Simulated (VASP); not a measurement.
The system is InSb2As3.

```
In Sb As
1.0
     4.12329    0.00000    0.00000
    -2.06164    3.57087    0.00000
     0.00000    0.00000    9.98800
In Sb As
1 2 3
Cartesian
  0.0000 0.0000 9.8990
  2.0616 1.1903 3.1500
  0.0000 2.3806 6.5290
  0.0000 0.0000 4.7420
  0.0000 2.3806 1.4330
  2.0616 1.1903 8.1060
```

The cell was built by a generator and needn't be a form met in nature.

| Quantity | Value |
| --- | --- |
| Program | VASP 6.6.1 |
| Task | relaxation of cell and atoms |
| Functional | PBE |
| Potentials or basis | VASP PAW PBE potentials, release 64 (In_d, Sb, As) |
| Cutoff | 520 eV |
| k mesh | 8 × 8 × 4 |
| Occupations | gaussian, width 0.1 eV |
| Spin | no spin polarisation |

At the start: pressure 0.5 GPa; volume 24.51 Å³/atom.

Where does the relaxation end?

Over 13 steps the energy falls by 3.2 meV/atom and the volume is 24.60 Å³/atom (+0.4 %); space group P-3m1 (No. 164, to 0.05 Å).

The path:
```
step  energy change (eV)  largest force (eV/Å)  pressure (GPa)  volume (Å³)
   1              0.0000                0.1959            0.48       147.06
   2             -0.0044                0.1544           -0.25       148.62
   3             -0.0044                0.1506           -0.29       148.71
   4             -0.0081                0.1257           -0.25       148.45
   5             -0.0153                0.1003            0.00       147.69
   6             -0.0098                0.2452            0.65       146.18
   7             -0.0166                0.1423            0.15       147.26
   8             -0.0187                0.0585           -0.12       147.92
   9             -0.0187                0.0483           -0.17       148.00
  10             -0.0186                0.0361            0.20       147.18
  11             -0.0191                0.0236            0.00       147.60
  12             -0.0191                0.0137            0.00       147.60
  13             -0.0192                0.0057            0.00       147.60
```

Final structure:
```
In Sb As
1.0
     4.13561    0.00000    0.00000
    -2.06780    3.58154    0.00000
     0.00000    0.00000    9.96500
In Sb As
1 2 3
Cartesian
  0.0000 0.0000 9.7816
  2.0678 1.1938 3.1255
  0.0000 2.3877 6.4729
  0.0000 0.0000 4.8006
  0.0000 2.3877 1.4808
  2.0678 1.1938 8.1197
```
